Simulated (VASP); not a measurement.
Input:

```yaml
crystal:
  lattice:
    - [0.00000, 2.73000, 2.73000]
    - [2.73000, 0.00000, 2.73000]
    - [2.73000, 2.73000, 0.00000]
  atoms:
    - { symbol: Al, position: [0.00000, 0.00000, 0.00000] }
    - { symbol: P, position: [0.25000, 0.25000, 0.25000] }
```

Calculation: G0W0 on PBE orbitals, VASP's PBE PAW potentials (set 64) (plane waves; VASP). Run with PREC = Normal, 350 eV cut-off, 6×6×6 Γ-centred mesh, Gaussian smearing of 0.010 eV, potentials Al_GW P_GW.

The mesh is coarse and the basis finite, so the quasiparticle values are not converged.

NBANDS = 120, ENCUTGW = 180 eV, NOMEGA = 64. The PBE levels (eV) that the step starts from are:

| state | KS energy | filling |
|---|---|---|
| k1 (0.00, 0.00, 0.00), band 1 | -7.64 | 2 |
| k1 (0.00, 0.00, 0.00), band 2 | 3.87 | 2 |
| k1 (0.00, 0.00, 0.00), band 3 | 3.87 | 2 |
| k1 (0.00, 0.00, 0.00), band 4 | 3.87 | 2 |
| k1 (0.00, 0.00, 0.00), band 5 | 7.17 | 0 |
| k1 (0.00, 0.00, 0.00), band 6 | 8.43 | 0 |
| k1 (0.00, 0.00, 0.00), band 7 | 8.43 | 0 |
| k1 (0.00, 0.00, 0.00), band 8 | 8.43 | 0 |
| k8 (-0.33, 0.17, 0.00), band 1 | -6.05 | 2 |
| k8 (-0.33, 0.17, 0.00), band 2 | -0.91 | 2 |
| k8 (-0.33, 0.17, 0.00), band 3 | 1.64 | 2 |
| k8 (-0.33, 0.17, 0.00), band 4 | 3.05 | 2 |
| k8 (-0.33, 0.17, 0.00), band 5 | 7.61 | 0 |
| k8 (-0.33, 0.17, 0.00), band 6 | 8.99 | 0 |
| k8 (-0.33, 0.17, 0.00), band 7 | 9.51 | 0 |
| k8 (-0.33, 0.17, 0.00), band 8 | 11.59 | 0 |
| k16 (-0.33, 0.50, 0.17), band 1 | -5.26 | 2 |
| k16 (-0.33, 0.50, 0.17), band 2 | -1.17 | 2 |
| k16 (-0.33, 0.50, 0.17), band 3 | 0.96 | 2 |
| k16 (-0.33, 0.50, 0.17), band 4 | 1.20 | 2 |
| k16 (-0.33, 0.50, 0.17), band 5 | 7.19 | 0 |
| k16 (-0.33, 0.50, 0.17), band 6 | 8.18 | 0 |
| k16 (-0.33, 0.50, 0.17), band 7 | 11.52 | 0 |
| k16 (-0.33, 0.50, 0.17), band 8 | 11.86 | 0 |

Question: Give the quasiparticle energies and renormalisation factors Z.

Answer: 
```csv
state,QP energy (eV),Z
"k1 (0.00, 0.00, 0.00), band 1",-8.19,0.67
"k1 (0.00, 0.00, 0.00), band 2",3.21,0.76
"k1 (0.00, 0.00, 0.00), band 3",3.21,0.76
"k1 (0.00, 0.00, 0.00), band 4",3.21,0.76
"k1 (0.00, 0.00, 0.00), band 5",7.45,0.77
"k1 (0.00, 0.00, 0.00), band 6",8.77,0.76
"k1 (0.00, 0.00, 0.00), band 7",8.77,0.76
"k1 (0.00, 0.00, 0.00), band 8",8.77,0.76
"k8 (-0.33, 0.17, 0.00), band 1",-6.56,0.68
"k8 (-0.33, 0.17, 0.00), band 2",-1.62,0.70
"k8 (-0.33, 0.17, 0.00), band 3",0.93,0.74
"k8 (-0.33, 0.17, 0.00), band 4",2.35,0.75
"k8 (-0.33, 0.17, 0.00), band 5",7.89,0.77
"k8 (-0.33, 0.17, 0.00), band 6",9.23,0.76
"k8 (-0.33, 0.17, 0.00), band 7",9.83,0.75
"k8 (-0.33, 0.17, 0.00), band 8",11.85,0.73
"k16 (-0.33, 0.50, 0.17), band 1",-5.75,0.69
"k16 (-0.33, 0.50, 0.17), band 2",-1.86,0.69
"k16 (-0.33, 0.50, 0.17), band 3",0.20,0.73
"k16 (-0.33, 0.50, 0.17), band 4",0.47,0.73
"k16 (-0.33, 0.50, 0.17), band 5",7.32,0.77
"k16 (-0.33, 0.50, 0.17), band 6",8.47,0.77
"k16 (-0.33, 0.50, 0.17), band 7",11.76,0.73
"k16 (-0.33, 0.50, 0.17), band 8",12.19,0.73
```
On the mesh the gap opens from 1.58 to 2.33 eV.

The compound is AlP in the zinc blende structure. The cell was not relaxed at this level.
